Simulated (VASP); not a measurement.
## CsRuN2: single point with PBE

Crystal: CsRuN2.

```
Cs Ru N
1.0
     0.00000    4.31947    4.31947
     4.31947    0.00000    4.31947
     4.31947    4.31947    0.00000
Cs Ru N
2 2 4
Direct
  0.49759 0.51282 0.50529
  0.75008 0.74277 0.75389
  0.99539 0.99331 0.00332
  0.26045 0.26046 0.23542
  0.13060 0.62760 0.11788
  0.63006 0.13268 0.12213
  0.12594 0.12104 0.12052
  0.12214 0.11658 0.62757
```

The cell comes from a database or a generator and needn't be the stable form of this composition.

The cell isn't the ideal one: atoms moved at random, drawn with an rms of 0.05 Å.

| Property | Result |
| --- | --- |
| Program | VASP 6.6.1 |
| Task | single point |
| Functional | PBE |
| Potentials or basis | VASP PAW PBE potentials, release 64 (Cs_sv, Ru_pv, N) |
| Cutoff | 520 eV |
| k mesh | 6 × 6 × 6 |
| Occupations | fermi-dirac, width 0.05 eV |
| Spin | no spin polarisation |

```json
{
  "Pressure": "-0.6 GPa",
  "Largest force": "2.075 eV/Å",
  "Band gap on the k mesh": "none (metal or under the smearing width)"
}
```

Forces on the atoms (eV/Å):
```
Cs  -0.149 -0.042 -0.062
Cs   0.087 -0.008  0.081
Ru   0.012 -0.031  1.509
Ru  -0.022  0.251 -2.060
N   -0.146  0.145 -0.227
N    0.255 -0.273 -0.331
N    0.478  0.495  0.536
N   -0.514 -0.537  0.556
```

Stress tensor (GPa, compression positive):
```
-0.55 -2.03  0.17
-2.03 -0.51  0.02
 0.17  0.02 -0.86
```

Levels at points of the mesh, in eV from the Fermi level:
```tsv
k point	band 29	band 30	band 31	band 32	band 33	band 34	band 35	band 36	band 37	band 38
(0.00, 0.00, 0.00)	-2.84	-1.92	-1.84	-1.77	-1.64	-1.59	-1.38	1.45	1.53	1.97
(0.50, 0.00, 0.00)	-2.95	-2.21	-2.18	-1.58	0.75	0.85	0.94	1.01	1.08	1.98
(0.00, 0.50, 0.00)	-2.95	-2.20	-2.14	-1.58	0.76	0.88	0.94	0.99	1.08	1.97
(0.00, 0.00, 0.50)	-3.16	-2.19	-2.13	-1.86	0.52	0.65	0.67	1.11	1.29	1.69
(0.50, 0.50, 0.50)	-3.13	-2.23	-2.13	-1.81	0.54	0.67	0.71	1.12	1.27	1.72
(0.50, 0.50, 0.00)	-2.80	-2.23	-1.39	-1.12	0.35	0.83	0.87	0.92	2.10	2.36
(0.00, 0.50, 0.50)	-2.51	-2.48	-1.37	-1.13	0.45	0.58	0.90	0.99	2.29	2.35
(0.50, 0.00, 0.50)	-2.53	-2.47	-1.29	-1.22	0.44	0.58	0.88	1.01	2.30	2.31
```

It took 15 min on 1 thread of AMD EPYC 9R45 96-Core Processor (Zen 5), on a shared host, peak memory 0.74 GiB.

The run has no spin-orbit coupling, so splittings on Cs are missing.
